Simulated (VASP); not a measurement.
AlN (zinc blende), at 1.04 of the tabulated volume:

```yaml
crystal:
  lattice:
    - [0.00000, 2.21882, 2.21882]
    - [2.21882, 0.00000, 2.21882]
    - [2.21882, 2.21882, 0.00000]
  atoms:
    - { symbol: Al, position: [0.00000, 0.00000, 0.00000] }
    - { symbol: N, position: [0.25000, 0.25000, 0.25000] }
```

The lowest empty band near X, direction across the valley's axis, from mBJ (TB09) with spin-orbit coupling in VASP (PAW); its two spin partners are averaged. The gap over the points computed is 4.76 eV, and the next band on that side lies 4.77 eV away at the edge.

Numerical set-up: 520 eV cut-off, 11×11×11 Γ-centred mesh, Gaussian smearing of 0.050 eV, potentials Al N.

```csv
distance from the edge in k (1/Å),distance in energy (meV)
0.018,3.3
0.025,6.4
0.035,12.6
0.050,25.5
0.070,49.9
```

Fit E(1 + αE) = ħ²k²/2m* (ħ²/2m0 = 3.810 eV Å²) and predict the row at 0.095 1/Å.

The rows don't resolve α, so a parabola serves: the electron mass is m* = 0.374 m0, and so 92.0 meV. The run gave 91.3 meV, -0.7 meV from the fit.

Left out are points under 3 meV from the edge, since the levels carry 0.1 meV, and points farther than half the way to the next band.

The compound is AlN in the zinc blende structure, a metastable form; wurtzite is the usual one. The cell was not relaxed at this level.
